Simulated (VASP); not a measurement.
Calculation: PBEsol GGA, VASP's PBE PAW potentials (set 64) (plane waves; VASP).

A VASP calculation is set up with these files.

File KPOINTS:
```
K-points
0
gamma
  9 9 9
```

### POSCAR
```
Ni3Fe
1
    3.4874253423     0.0000000000     0.0000000000
    0.0000000000     3.4874253423     0.0000000000
    0.0000000000     0.0000000000     3.4874253423
Fe Ni
1 3
Direct
  0.0000000000   0.0000000000   0.0000000000
  0.0000000000   0.5000000000   0.5000000000
  0.5000000000   0.0000000000   0.5000000000
  0.5000000000   0.5000000000   0.0000000000
```

INCAR:
```
SYSTEM=Ni3Fe
PREC=Accurate; ENCUT=520; LREAL=.FALSE.
LASPH=.TRUE.
EDIFF=1E-7; NELM=100; ALGO=Normal
LMAXMIX=4
ISMEAR=1; SIGMA=0.1
GGA=PS
MAGMOM=2.8 3*0.6
ISPIN=2
ISIF=2
LWAVE=.FALSE.; LCHARG=.FALSE.; LORBIT=10
```

POTCAR, in this order: Fe Ni (PBE.64 set). Program: vasp_std.

The resulting files:

File OUTCAR:
```
 ion  position               nearest neighbor table
   1  0.000  0.000  0.000-   2 2.47   3 2.47   4 2.47   2 2.47   3 2.47   2 2.47   4 2.47   2 2.47
                             3 2.47   4 2.47   3 2.47   4 2.47
   2  0.000  0.500  0.500-   1 2.47   3 2.47   4 2.47   1 2.47   4 2.47   1 2.47   3 2.47   1 2.47
                             3 2.47   4 2.47   4 2.47   3 2.47
   3  0.500  0.000  0.500-   1 2.47   2 2.47   4 2.47   1 2.47   4 2.47   2 2.47   4 2.47   4 2.47
                             1 2.47   2 2.47   1 2.47   2 2.47
   4  0.500  0.500  0.000-   1 2.47   2 2.47   3 2.47   2 2.47   3 2.47   1 2.47   3 2.47   3 2.47
                             1 2.47   2 2.47   2 2.47   1 2.47
  LATTYP: Found a simple cubic cell.
 ALAT       =     3.4874253423
 Subroutine PRICEL returns:
 Original cell was already a primitive cell.
 Subroutine GETGRP returns: Found 48 space group operations
The static configuration has the point symmetry O_h .
The dynamic configuration has the point symmetry O_h .
The overall configuration has the point symmetry O_h .
 Subroutine INISYM returns: Found 48 space group operations
 Subroutine IBZKPT returns following result:
 Found     35 irreducible k-points:

 Following reciprocal coordinates:
            Coordinates               Weight
  0.000000  0.000000  0.000000      1.000000
  0.111111  0.000000  0.000000      6.000000
  0.222222  0.000000  0.000000      6.000000
  0.333333  0.000000  0.000000      6.000000
  0.444444  0.000000  0.000000      6.000000
  0.111111  0.111111  0.000000     12.000000
  0.222222  0.111111  0.000000     24.000000
  0.333333  0.111111  0.000000     24.000000
  0.444444  0.111111  0.000000     24.000000
  0.222222  0.222222  0.000000     12.000000
  0.333333  0.222222  0.000000     24.000000
  0.444444  0.222222  0.000000     24.000000
  0.333333  0.333333  0.000000     12.000000
  0.444444  0.333333  0.000000     24.000000
  0.444444  0.444444  0.000000     12.000000
  0.111111  0.111111  0.111111      8.000000
  0.222222  0.111111  0.111111     24.000000
...
```

File OSZICAR:
```
       N       E                     dE             d eps       ncg     rms          rms(c)
DAV:   1     0.239025818490E+03    0.23903E+03   -0.17439E+04  3644   0.215E+03
DAV:   2    -0.186654964530E+02   -0.25769E+03   -0.24914E+03  3524   0.374E+02
DAV:   3    -0.322940879509E+02   -0.13629E+02   -0.12878E+02  3611   0.119E+02
DAV:   4    -0.325283251327E+02   -0.23424E+00   -0.23292E+00  3744   0.160E+01
DAV:   5    -0.325341197681E+02   -0.57946E-02   -0.57932E-02  4841   0.211E+00    0.229E+01
DAV:   6    -0.287409146168E+02    0.37932E+01   -0.45128E+01  3577   0.103E+02    0.151E+01
DAV:   7    -0.301105806621E+02   -0.13697E+01   -0.13063E+01  4011   0.932E+01    0.218E+01
DAV:   8    -0.276430896589E+02    0.24675E+01   -0.10277E+01  4026   0.537E+01    0.446E+00
DAV:   9    -0.276720712949E+02   -0.28982E-01   -0.50846E-01  3971   0.982E+00    0.302E+00
DAV:  10    -0.276424360830E+02    0.29635E-01   -0.76033E-02  4184   0.738E+00    0.136E+00
DAV:  11    -0.276385049836E+02    0.39311E-02   -0.19742E-02  5277   0.177E+00    0.737E-01
DAV:  12    -0.276388508703E+02   -0.34589E-03   -0.24477E-03  4387   0.943E-01    0.264E-01
DAV:  13    -0.276388815887E+02   -0.30718E-04   -0.49543E-04  4845   0.320E-01    0.739E-02
DAV:  14    -0.276388800587E+02    0.15300E-05   -0.10852E-04  4674   0.206E-01    0.279E-02
DAV:  15    -0.276388789237E+02    0.11350E-05   -0.15027E-05  4894   0.496E-02    0.138E-02
DAV:  16    -0.276388791136E+02   -0.18985E-06   -0.16904E-06  5025   0.289E-02    0.667E-03
DAV:  17    -0.276388788137E+02    0.29987E-06   -0.51314E-07  3450   0.141E-02    0.188E-03
DAV:  18    -0.276388787988E+02    0.14875E-07   -0.76621E-08  1871   0.416E-03
   1 F= -.27638879E+02 E0= -.27638931E+02  d E =0.156327E-03  mag=     4.5139
```

OUTCAR:
```
------------------------ aborting loop because EDIFF is reached ----------------------------------------
  FORCE on cell =-STRESS in cart. coord.  units (eV):
  Direction    XX          YY          ZZ          XY          YZ          ZX
  --------------------------------------------------------------------------------------
  Total       -0.0734023     -0.0734023     -0.0734023      0.0000000      0.0000000     -0.0000000
  in kB       -2.7727167     -2.7727167     -2.7727167      0.0000000      0.0000000     -0.0000000
  external PRESSURE =      -2.7727167 kB  Pullay stress =       0.0000000 kB
  volume of cell :       42.41
      direct lattice vectors                 reciprocal lattice vectors
     3.487425342  0.000000000  0.000000000     0.286744490  0.000000000  0.000000000
     0.000000000  3.487425342  0.000000000     0.000000000  0.286744490  0.000000000
     0.000000000  0.000000000  3.487425342     0.000000000  0.000000000  0.286744490
 POSITION                                       TOTAL-FORCE (eV/Angst)
 -----------------------------------------------------------------------------------
      0.00000      0.00000      0.00000         0.000000      0.000000      0.000000
      0.00000      1.74371      1.74371         0.000000      0.000000      0.000000
      1.74371      0.00000      1.74371         0.000000      0.000000      0.000000
      1.74371      1.74371      0.00000         0.000000      0.000000      0.000000
 -----------------------------------------------------------------------------------
    total drift:                                0.000000      0.000000      0.000000
  FREE ENERGIE OF THE ION-ELECTRON SYSTEM (eV)
  ---------------------------------------------------
  free  energy   TOTEN  =       -27.6388787988 eV

  energy  without entropy=      -27.6390351259  energy(sigma->0) =      -27.63893091

 total charge

# of ion       s       p       d       tot
------------------------------------------
    1        0.495   0.544   6.154   7.194
    2        0.526   0.557   8.349   9.432
    3        0.526   0.557   8.349   9.432
    4        0.526   0.557   8.349   9.432
--------------------------------------------------
tot          2.075   2.214  31.202  35.491

 magnetization (x)

# of ion       s       p       d       tot
------------------------------------------
    1        0.009   0.000   2.800   2.809
    2       -0.016  -0.043   0.626   0.567
    3       -0.016  -0.043   0.626   0.567
    4       -0.016  -0.043   0.626   0.567
--------------------------------------------------
tot         -0.039  -0.129   4.678   4.510
```
(Selected blocks of OUTCAR.)

### OUTCAR
```
 val. band max:        9.0608536319   @ k =   0.3333   0.1111   0.0000

 cond. band min:       9.0760271896   @ k =   0.4444   0.4444   0.4444


 Fermi energy:         9.0610209575

 spin component 1

 k-point     1 :       0.0000    0.0000    0.0000
  band No.  band energies     occupation
      1      -0.4095      1.00000
      2       3.4917      1.00000
      3       3.4917      1.00000
      4       4.1351      1.00000
      5       4.2711      1.00000
      6       4.2711      1.00000
      7       4.2711      1.00000
      8       6.2825      1.00000
      9       6.2825      1.00000
     10       6.2825      1.00000
     11       7.4114      1.00000
     12       7.4114      1.00000
     13       8.2679      1.00000
     14       8.2679      1.00000
     15       8.2984      1.00000
     16       8.4288      1.00000
     17       8.4288      1.00000
     18       8.4288      1.00000
     19       8.5069      1.00000
     20       8.5069      1.00000
     21       8.5069      1.00000
     22      11.2775      0.00000
     23      11.2775      0.00000
     24      11.2775      0.00000
     25      18.3296      0.00000

 k-point     2 :       0.1111    0.0000    0.0000
  band No.  band energies     occupation
      1      -0.2439      1.00000
      2       3.5453      1.00000
      3       3.5729      1.00000
      4       4.1982      1.00000
      5       4.3232      1.00000
      6       4.3311      1.00000
      7       4.3311      1.00000
      8       6.2197      1.00000
      9       6.3295      1.00000
     10       6.3295      1.00000
     11       7.3475      1.00000
     12       7.4315      1.00000
     13       8.0699      1.00000
     14       8.0699      1.00000
     15       8.1900      1.00000
     16       8.2138      1.00000
     17       8.2593      1.00000
     18       8.3863      1.00000
     19       8.3863      1.00000
     20       8.4289      1.00000
     21       8.5071      1.00000
...
```

The compound is Ni3Fe in the L1_2 structure. It was relaxed first, which changed the volume by -5 %.
